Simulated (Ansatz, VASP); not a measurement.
# Cross-check of SrNiF6 between VASP and Ansatz, part 2 of 2

Wanted: the spread between two codes on one cell, functional and k mesh. The cell is taken from a series of runs on this material, whose earlier steps may have relaxed, scaled, displaced or heated it; both programs get it as it stands.

VASP 6.6.1 and Ansatz 0.2.0.

So far: The starting structure; VASP: G0W0 gap, LDA.

In doubt: one-shot GW on d or f shells is unsure, so the values of those runs are not to be relied on.

## (3) Ansatz: G0W0 gap, LDA

Level of this step: Ansatz beside VASP: Kohn-Sham DFT, plane waves, LDA (Ansatz).

Ansatz runs on its default PAW (the set named soft_2) files.

The same cell, functional (in two slightly different forms) and mesh now go to Ansatz, which takes its cutoff from its data sets.

input.yaml reads:

```yaml
crystal:
  lattice:
    - [3.537, 2.0420879021, 2.2186666667]
    - [-3.537, 2.0420879021, 2.2186666667]
    - [0.0, -4.0841758042, 2.2186666667]
  atoms:
    - { symbol: Sr, position: [0.5, 0.5, 0.5] }
    - { symbol: Ni, position: [0.0, 0.0, 0.0] }
    - { symbol: F, position: [0.276, 0.916, 0.276] }
    - { symbol: F, position: [0.276, 0.276, 0.916] }
    - { symbol: F, position: [0.916, 0.276, 0.276] }
    - { symbol: F, position: [0.724, 0.084, 0.724] }
    - { symbol: F, position: [0.084, 0.724, 0.724] }
    - { symbol: F, position: [0.724, 0.724, 0.084] }
kpoints:
  mp_grid: { grid: [2, 2, 2] }
hamiltonian:
  xc: lda
scf:
  occupations: { method: fixed }
gw:
  n_empty_bands: 63
  ecut_chi: 114.29
  qp_bands: [v2, c2]
  qp_kpoints: [[0.5, 0.5, 0.0], [0.0, 0.0, 0.0]]
  screening: { model: contour_deformation }
```

Run with:

```bash
$ ansatz run input.yaml --threads 4 --pin off --max-ram 5529MiB --backend cpu --events-out ev --progress --plain --runs-dir out
```

Numbers of over 12 decimals in the logs are rounded to 6 here.

Output:

```text
Engine: ansatz 0.2.0, aarch64-unknown-linux-gnu
Pseudopotentials: kind: paw
Pseudopotential: Sr, paw, valence charge 10, recommended cutoff 420 eV (normal), Sr.paw.azcp
Pseudopotential: Ni, paw, valence charge 18, recommended cutoff 420 eV (normal), Ni.paw.azcp
Pseudopotential: F, paw, valence charge 7, recommended cutoff 420 eV (normal), F.paw.azcp
Functional definition: SPW92
  exchange = slater_x
  correlation = pw_c
Crystal: 8 atoms, lattice volume = 96.151 Å³
Basis set: ecut = 420 eV, 1891 PW (Γ)
Bands: 43, of which v1, the nominal top of the filled ones, is band 35 counted from 1 (34 counted from 0)
Symmetry: 12 space group operations
Space group: R-3m (ITA 166), of the structure as read, at distance tolerance 4.6e-5 Å
k-points: 4 of 8
Non-local potential: Sr, projectors of the file, l = 0: 3, l = 1: 2, l = 2: 2
Non-local potential: Ni, projectors of the file, l = 0: 3, l = 1: 2, l = 2: 3, l = 3: 1
Non-local potential: F, projectors of the file, l = 0: 2, l = 1: 2, l = 2: 1
PAW form: soft (Blöchl's): semilocal exchange-correlation on the pseudo side does not see the compensation charge
PAW frozen core: Sr, regenerated for the run's functional, and the local potential with it (the file was generated under x = pbe(κ = 0.804, μ = 0.219515), c = pbe(β = 0.066725))
PAW frozen core: Ni, regenerated for the run's functional, and the local potential with it (the file was generated under x = pbe(κ = 0.804, μ = 0.219515), c = pbe(β = 0.066725))
PAW frozen core: F, regenerated for the run's functional, and the local potential with it (the file was generated under x = pbe(κ = 0.804, μ = 0.219515), c = pbe(β = 0.066725))
PAW one-centre angular grid: Sr, 110 points (default); XC on 64 Gauss nodes
PAW one-centre angular grid: Ni, 590 points (default); XC on 64 Gauss nodes
PAW one-centre angular grid: F, 110 points (default); XC on 64 Gauss nodes
Initial density: superposition of atomic densities (neutral atoms: chi_scale 0, normalization atom), corrected by the library's trained network
Initial wavefunctions: pseudopotential atomic-orbital guess
Functional: x = slater, c = lda
SCF iter   1: F=—  HF=-13983.021658 eV  |F-HF|=—  |Δ(HF+E_count)|=         —  Δρ=2.16e-2  dr2=2.82e-1  ethr=1.77e-3  ⟨swp⟩=5.0  Hψ=625  notcnv=0  defer=26
preconditioner: auto → Resta (q_TF=auto, 2.588 Å⁻¹)  ε∞=4.9  [insulator: Δε(μ)=1.096 eV  Ē_g=14.869 eV  n_scr=24 (ndim 8)  ℏωp=29.3 eV  f_vac=0.085  ε∞_Penn≈4.9]
SCF iter   2: F=—  HF=-13982.930612 eV  |F-HF|=—  |Δ(HF+E_count)|=   9.10e-2  Δρ=6.57e-3  dr2=2.56e-2  ethr=4.03e-4  ⟨swp⟩=2.2  Hψ=296  notcnv=0  defer=24
SCF iter   3: F=—  HF=-13982.931319 eV  |F-HF|=—  |Δ(HF+E_count)|=   7.07e-4  Δρ=7.44e-3  dr2=3.56e-2  ethr=3.66e-5  ⟨swp⟩=2.8  Hψ=315  notcnv=0  defer=24
SCF iter   4: F=—  HF=-13982.927183 eV  |F-HF|=—  |Δ(HF+E_count)|=   4.14e-3  Δρ=3.59e-3  dr2=8.42e-3  ethr=3.66e-5  ⟨swp⟩=2.2  Hψ=312  notcnv=0  defer=23
SCF iter   5: F=—  HF=-13982.926150 eV  |F-HF|=—  |Δ(HF+E_count)|=   1.03e-3  Δρ=6.67e-4  dr2=3.23e-4  ethr=1.20e-5  ⟨swp⟩=2.0  Hψ=212  notcnv=0  defer=21
SCF iter   6: F=—  HF=-13982.926134 eV  |F-HF|=—  |Δ(HF+E_count)|=   1.58e-5  Δρ=1.30e-4  dr2=1.15e-5  ethr=4.61e-7  ⟨swp⟩=1.0  Hψ=167  notcnv=0  defer=15
SCF iter   7: F=—  HF=-13982.926134 eV  |F-HF|=—  |Δ(HF+E_count)|=   3.34e-7  Δρ=3.72e-5  dr2=9.86e-7  ethr=1.64e-8  ⟨swp⟩=2.5  Hψ=264  notcnv=0  defer=10
SCF iter   8: F=—  HF=-13982.926134 eV  |F-HF|=—  |Δ(HF+E_count)|=   1.42e-7  Δρ=2.47e-5  dr2=4.38e-7  ethr=1.41e-9  ⟨swp⟩=1.0  Hψ=167  notcnv=0  defer=10
SCF iter   9: F=-13982.926134 eV  HF=-13982.926134 eV  |F-HF|=2.57e-9  |Δ(HF+E_count)|=   2.00e-8  Δρ=2.73e-6  dr2=6.08e-9  ethr=1.43e-10  ⟨swp⟩=10.5  Hψ=718  notcnv=0
SCF 1 converged in 9 iterations: F = -13982.926134 eV  dr2 = 6.08e-9
  greatest PAW one-centre occupation: 1.000 electrons in one spin orbital (limit 2), on the Ni atom at site 1 (counted from 0), in its partial waves of l = 0
NSCF: frozen V_eff on 4 k-points
G₀W₀ screening: q 1/4
[... further progress lines ...]
NSCF: frozen V_eff on 1 k-points
NSCF: frozen V_eff on 1 k-points
SCF converged after 9 iterations
Free energy (F): -13982.926134 eV
Harris-Foulkes:  -13982.926134 eV  (|F-HF|=2.57e-9)
Internal energy: -13982.926134 eV  (E = F + TS)
E sigma→0 (E₀):  -13982.926134 eV
Fermi energy:    3.854430 eV
--- Per-component energies (eV) ---
  E_band       = -821.482674
  E_kinetic    = 1743.041956
  E_local      = -9473.790830  (includes V_loc(G=0)·N_el)
  E_nonlocal   = 1285.060179
  E_hartree    = 3719.186004
  E_xc         = -720.834253
  E_vxc        = -872.771234  (∫ρ·V_xc dr)
  E_paw        = -5268.615797  (= ΣΔE_a)
  E_vpaw       = -941.403437  (= ΣTr[D̂ρ^β])
  E_aug_tail   = 0.013064  (compensation charges beyond the density's cutoff)
  E_ewald      = -5268.394223
  E_core_change = 1.407766  (= ΣΔE_core)
  E_smearing   = -0.000000  (= −TS)
  E_closure    = 0.000000  (closes the sum)
  Σ components = -13982.926134   (vs F -13982.926134, Δ=0.00e0)
--- Band table (eV) ---
  k-point 0: bands = [... 31 lower, 3.2501, 3.2501, 3.3552, 3.5203, 4.9381, 4.9381, 11.3364, 13.7575, ... 4 higher]
  k-point 1: bands = [... 31 lower, 2.9363, 3.3726, 3.4198, 3.6469, 5.1954, 5.3837, 12.8858, 13.2163, ... 4 higher]
  k-point 2: bands = [... 31 lower, 2.7924, 3.0333, 3.2606, 3.8544, 4.9446, 5.3943, 12.7008, 12.9752, ... 4 higher]
  k-point 3: bands = [... 31 lower, 3.0984, 3.1766, 3.6389, 3.6389, 4.9712, 4.9712, 12.8356, 12.8356, ... 4 higher]
--- G₀W₀: contour deformation, 7 samples at zero and on the imaginary axis and 1 off it, 8 q-points, 63 empty bands' worth ---
  eigenvalues of the whole cell's RPA ε∞ on this k-mesh (on a slab, of 1 + 4πα/V) = 3.4103, 3.4103, 3.7198; static W/v taken at q = 0 is 0.285307
  bands read: the sum over 98 bands ends inside a degenerate multiplet in 1 slot, whose members it reads at an even weight; the widest, k=0: bands 98 to 99 (counted from 1) at 1/2 each
  `?` marks the rows in doubt; gw_qp.tsv's column doubts and the gw_qp event give each row's grounds
    ik  band        ε_KS         Σx   Σc(E_QP)       V_xc       Z   E_QP_lin       E_QP  E_QP is
     0    34      3.3552   -41.8783     8.8620   -32.6801  0.6097     3.0085     3.0191  root
     0    35      3.5203   -33.4282     7.5423   -25.2052  0.6575     2.8078     2.8397  root
     0    36      4.9381   -27.1428    -4.0745   -32.9359  0.6377     6.9496     6.6567  root ?
     0    37      4.9381   -27.1428    -4.0745   -32.9359  0.6377     6.9496     6.6567  root ?
     2    34      3.2606   -41.6807     8.7595   -32.6372  0.5943     2.9666     2.9766  root ?
     2    35      3.8544   -39.8726     8.4871   -30.9006  0.6387     3.3534     3.3695  root
     2    36      4.9446   -27.2177    -4.0546   -32.9742  0.6375     6.9480     6.6466  root ?
     2    37      5.3943   -27.3332    -3.1889   -33.0551  0.5970     7.2462     7.9273  root ?
```

Reading the cycles: dr2 is the Hartree energy of the density residual (eV), the measure of convergence; HF is the Harris–Foulkes estimate of the energy, which meets the free energy F at convergence.

## (4) Side by side

Known differences besides the potentials themselves: the two LDA forms differ slightly; fixed occupations in Ansatz, narrow Gaussian smearing in VASP; the cutoff is 420 eV in Ansatz and 520 eV in VASP; VASP's log shows a relativistic correction to its local exchange, Ansatz's none; Ansatz integrates over frequency by contour deformation, VASP on a grid of NOMEGA points; Ansatz's G0W0 levels solve the quasiparticle equation, VASP's are linearised. Total energies have different zeros and are not compared.

The two programs side by side:

```tsv
quantity	Ansatz	VASP	difference
G0W0 gap on the mesh (eV)	3.28	4.55	-1.27
Kohn-Sham gap under it (eV)	1.08	1.07	+0.01
```

VASP's log warns that its frequency grid doesn't suit quasiparticle energies on this mesh.

## (5) Results

```json
{
  "difference in G0W0 gap on the mesh (G0W0 gap, LDA)": "-1.3 eV"
}
```

**Reading.** The difference in G0W0 gap on the mesh is -1.3 eV (G0W0 gap, LDA). Part of the difference in the G0W0 gap can come from VASP's linearised levels. Such differences can come from data sets, numerical settings and the points named under the comparisons, not from the functional's error against experiment.

[Lines on the potential files, build, host, timing and source positions are cut from VASP's logs without a mark.]

[Logs are printed without paths, hosts, clocks, repeated set-up lines and the standing remarks that a program may print on its own settings, such as how far it seeks lower states.]

[Hosts, paths, dates, database ids (printed as entryN), source tags and the programs' standing remarks are cut or masked in the printed files.]
